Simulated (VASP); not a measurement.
An input for Quantum ESPRESSO's pw.x (written as the equivalent of a VASP run, and not itself run):

```
&CONTROL
  calculation = 'scf'
  pseudo_dir = './pseudo'
  outdir = './out'
  tprnfor = .true.
  tstress = .true.
/
&SYSTEM
  ibrav = 0
  nat = 8
  ntyp = 2
  ecutwfc = 84
  occupations = 'smearing'
  smearing = 'methfessel-paxton'
  degauss = 0.01999
  input_dft = 'pbe'
/
&ELECTRONS
  conv_thr = 7.3e-08
  electron_maxstep = 100
/
ATOMIC_SPECIES
  B 10.810 B.upf
  N 14.007 N.upf
CELL_PARAMETERS angstrom
     2.4951990    0.0000000    0.0000000
    -1.2476000    2.1609060    0.0000000
     0.0000000    0.0000000   20.8710000
ATOMIC_POSITIONS crystal
  B    0.6666670  0.3333330  0.4366540
  B    0.3333330  0.6666670  0.3353940
  B    0.6666670  0.3333330  0.6391790
  B    0.3333330  0.6666670  0.5379140
  N    0.6666670  0.3333330  0.3608210
  N    0.3333330  0.6666670  0.4620810
  N    0.6666670  0.3333330  0.5633460
  N    0.3333330  0.6666670  0.6646060
K_POINTS automatic
  1 1 1 0 0 0
```

Q: Write the VASP files for the same calculation (PBE).

A: One answer among several that fit: 
### POSCAR
```
BN
41.7420
  0.0597766997   0.0000000000   0.0000000000
 -0.0298883618   0.0517681472   0.0000000000
  0.0000000000   0.0000000000   0.5000000000
B N
4 4
Cart
  0.0298883758   0.0172560318   0.2183270000
 -0.0000000379   0.0345121154   0.1676970000
  0.0298883758   0.0172560318   0.3195895000
 -0.0000000379   0.0345121154   0.2689570000
  0.0298883758   0.0172560318   0.1804105000
 -0.0000000379   0.0345121154   0.2310405000
  0.0298883758   0.0172560318   0.2816730000
 -0.0000000379   0.0345121154   0.3323030000
```

File KPOINTS:
```
Automatic mesh
0
gamma
  1 1 1
```

### INCAR
```
! general
SYSTEM=BN
PREC  =Accurate
ENCUT =240
LREAL =.False.
LASPH =.True.

! electronic loop
EDIFF =1E-6
NELM  =100
ALGO  =Normal

! smearing
ISMEAR=1
SIGMA =0.272

! functional
GGA   =PE

! ions
ISIF  =2

! output
LWAVE =.False.
LCHARG=.False.
```

POTCAR, in this order: B N (PBE.64 set). Program: vasp_std.

What does not carry over: the potentials are each code's own (VASP's PAW set, PseudoDojo norm-conserving files in pw.x), so ENCUT and ecutwfc are chosen apart and not converted; conv_thr bounds pw.x's estimated SCF error, while EDIFF bounds the energy change between steps.

The cell is a sheet with vacuum, built from a database entry that may be metastable or hypothetical.
